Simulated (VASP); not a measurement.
These are PBEsol GGA, VASP's PBE PAW potentials (set 64) (plane waves; VASP) values and carry that method's errors.

A VASP calculation is set up with these files.

### INCAR
```
LMAXMIX = 4   ! l cut-off of mixed one-centre charges
LCHARG = .False.
LORBIT = 11   ! lm-projected
LREAL = .False.   ! projection in real space or not
GGA = PS
LASPH = .True.   ! aspherical one-centre terms
ICHARG = 11
SYSTEM = Al4PSb3
ENCUT = 400   ! plane-wave cut-off (eV)
NELM = 100
SIGMA = 0.05   ! width (eV)
ISMEAR = 0   ! Gaussian
EDIFF = 1E-7   ! SCF stop (eV)
PREC = Accurate
ALGO = Normal
LWAVE = .False.
```

File POSCAR:
```
Al4PSb3
1
   -0.0043751481     5.9951362812     5.9898459419
    5.9951362812    -0.0043751481     5.9898459419
    2.9953805665     2.9953805665     0.0000000000
Al Sb P
4 3 1
Direct
  0.9992263366   0.9992263366   0.0015473268
  0.9760294485   0.5095857020   0.0143848495
  0.5095857020   0.9760294485   0.0143848495
  0.5144880607   0.5144880607   0.9710238786
  0.1267210648   0.1267210648   0.2465578703
  0.1269231753   0.6224122030   0.2506646217
  0.6224122030   0.1269231753   0.2506646217
  0.6246140092   0.6246140092   0.2507719818
```

File KPOINTS:
```
k-points along high-symmetry lines
8
Line-mode
Reciprocal
  0.000000   0.000000   0.000000 ! GAMMA
 -0.500000  -0.500000   0.000000 ! Y

 -0.500000  -0.500000   0.000000 ! Y
 -0.625000  -0.375000   0.000000 ! C_0

 -0.375000   0.375000   0.000000 ! SIGMA_0
  0.000000   0.000000   0.000000 ! GAMMA

  0.000000   0.000000   0.000000 ! GAMMA
  0.500000   0.500000   0.500000 ! Z

  0.500000   0.500000   0.500000 ! Z
  0.125000   0.875000   0.500000 ! A_0

 -0.125000   0.125000   0.500000 ! E_0
  0.000000   0.000000   0.500000 ! T

  0.000000   0.000000   0.500000 ! T
 -0.500000  -0.500000   0.000000 ! Y

  0.000000   0.000000   0.000000 ! GAMMA
 -0.500000   0.000000   0.000000 ! S

 -0.500000   0.000000   0.000000 ! S
  0.000000   0.500000   0.500000 ! R

  0.000000   0.500000   0.500000 ! R
  0.500000   0.500000   0.500000 ! Z

  0.500000   0.500000   0.500000 ! Z
  0.000000   0.000000   0.500000 ! T
```

POTCAR, in this order: Al Sb P (PBE.64 set). Program: vasp_std. Read from the step before: CHGCAR.

Output of the run:

File OUTCAR:
```
 ion  position               nearest neighbor table
   1  0.999  0.999  0.002-   6 2.61   7 2.61   5 2.61   5 2.61
   2  0.976  0.510  0.014-   8 2.43   6 2.65   6 2.65   5 2.66
   3  0.510  0.976  0.014-   8 2.43   7 2.65   7 2.65   5 2.66
   4  0.514  0.514  0.971-   8 2.50   8 2.50   6 2.69   7 2.69
   5  0.127  0.127  0.247-   1 2.61   1 2.61   2 2.66   3 2.66
   6  0.127  0.622  0.251-   1 2.61   2 2.65   2 2.65   4 2.69
   7  0.622  0.127  0.251-   1 2.61   3 2.65   3 2.65   4 2.69
   8  0.625  0.625  0.251-   2 2.43   3 2.43   4 2.50   4 2.50
  LATTYP: Found a base centered orthorhombic cell.
 ALAT       =     8.4845904309
 B/A-ratio  =     1.4119351996
 C/A-ratio  =     0.4992707493
 Subroutine PRICEL returns:
 Original cell was already a primitive cell.
 Subroutine GETGRP returns: Found  4 space group operations
The static configuration has the point symmetry C_2v.
The dynamic configuration has the point symmetry C_2v.
 Subroutine INISYM returns: Found  4 space group operations
   k-points           NKPTS =     88   k-points in BZ     NKDIM =     88   number of bands    NBANDS=     21
   number of dos      NEDOS =    301   number of ions     NIONS =      8
   total plane-waves  NPLWV =  87808
   dimension x,y,z NGX =    56 NGY =   56 NGZ =   28
   dimension x,y,z NGXF=   112 NGYF=  112 NGZF=   56
   ions per type =               4   3   1
   PREC   = accura    normal or accurate (medium, high low for compatibility)
   ISTART =      0    job   : 0-new  1-cont  2-samecut
   ICHARG =     11    charge: 1-file 2-atom 10-const
   ISPIN  =      1    spin polarized calculation?
   LNONCOLLINEAR =      F non collinear calculations
   LSORBIT =      F    spin-orbit coupling
   INIWAV =      1    electr: 0-lowe 1-rand  2-diag
   ENCUT  =  400.0 eV  29.40 Ry    5.42 a.u.  13.82 13.82  6.91*2*pi/ulx,y,z
   NELM   =    100;   NELMIN=  2; NELMDL= -5     # of ELM steps
   EDIFF  = 0.1E-06   stopping-criterion for ELM
   LREAL  =      F    real-space projection
   NLSPLINE    = F    spline interpolate recip. space projectors
   LMAXMIX     =    4 max onsite mixed and CHGCAR
   VOSKOWN=      0    Vosko Wilk Nusair interpolation
   EDIFFG = 0.1E-05   stopping-criterion for IOM
...
```

OSZICAR:
```
       N       E                     dE             d eps       ncg     rms          rms(c)
DAV:   1     0.946463981922E+02    0.94646E+02   -0.91867E+03  3696   0.946E+02
DAV:   2    -0.266685056013E+02   -0.12131E+03   -0.11501E+03  4768   0.158E+02
DAV:   3    -0.354172417471E+02   -0.87487E+01   -0.84212E+01  4750   0.426E+01
DAV:   4    -0.356067036902E+02   -0.18946E+00   -0.18857E+00  4526   0.719E+00
DAV:   5    -0.356118877895E+02   -0.51841E-02   -0.51829E-02  4794   0.127E+00
DAV:   6    -0.356120380202E+02   -0.15023E-03   -0.15021E-03  4880   0.198E-01
DAV:   7    -0.356120424279E+02   -0.44077E-05   -0.44076E-05  4919   0.302E-02
DAV:   8    -0.356120425811E+02   -0.15321E-06   -0.15269E-06  4163   0.476E-03
DAV:   9    -0.356120425869E+02   -0.57305E-08   -0.62468E-08  3136   0.986E-04
   1 F= -.35612043E+02 E0= -.35612042E+02  d E =-.196741E-06
```

### OUTCAR
```
 val. band max:        4.9033307689   @ k =   0.0000   0.0000   0.0000

 cond. band min:       5.2119411020   @ k =   0.0000   0.0000   0.0000



 k-point     1 :       0.0000    0.0000    0.0000
  band No.  band energies     occupation
      1      -6.4387      2.00000
      2      -5.1857      2.00000
      3      -4.5604      2.00000
      4      -4.0208      2.00000
      5      -0.9707      2.00000
      6      -0.9460      2.00000
      7      -0.6168      2.00000
      8       2.1068      2.00000
      9       2.3105      2.00000
     10       3.4302      2.00000
     11       3.4560      2.00000
     12       3.6985      2.00000
     13       4.1552      2.00000
     14       4.7680      2.00000
     15       4.8565      2.00000
     16       4.9033      1.99999
     17       5.2119      0.00001
     18       5.9254      0.00000
     19       6.1956      0.00000
     20       6.3838      0.00000
     21       6.9811      0.00000

 k-point     2 :      -0.0714   -0.0714    0.0000
  band No.  band energies     occupation
      1      -6.4260      2.00000
      2      -5.1898      2.00000
      3      -4.5667      2.00000
      4      -4.0668      2.00000
      5      -0.9358      2.00000
      6      -0.8958      2.00000
      7      -0.5644      2.00000
      8       2.1171      2.00000
      9       2.3231      2.00000
     10       3.3322      2.00000
     11       3.4310      2.00000
     12       3.6002      2.00000
     13       4.1497      2.00000
     14       4.6690      2.00000
     15       4.7004      2.00000
     16       4.8508      2.00000
     17       5.3227      0.00000
     18       5.9684      0.00000
     19       6.2433      0.00000
     20       6.4954      0.00000
     21       7.1240      0.00000

 k-point     3 :      -0.1429   -0.1429    0.0000
  band No.  band energies     occupation
      1      -6.3887      2.00000
      2      -5.2011      2.00000
      3      -4.5842      2.00000
      4      -4.1913      2.00000
...
```

The density is held fixed in this step, so its total energy and stress have no physical meaning. Unless said otherwise, spin-orbit coupling is left out, though it shifts the bands of the heavy elements here.

The structure was generated: Al4PSb3 was put into an ordered model structure (Amm2), which need not be its known phase. It was relaxed first.
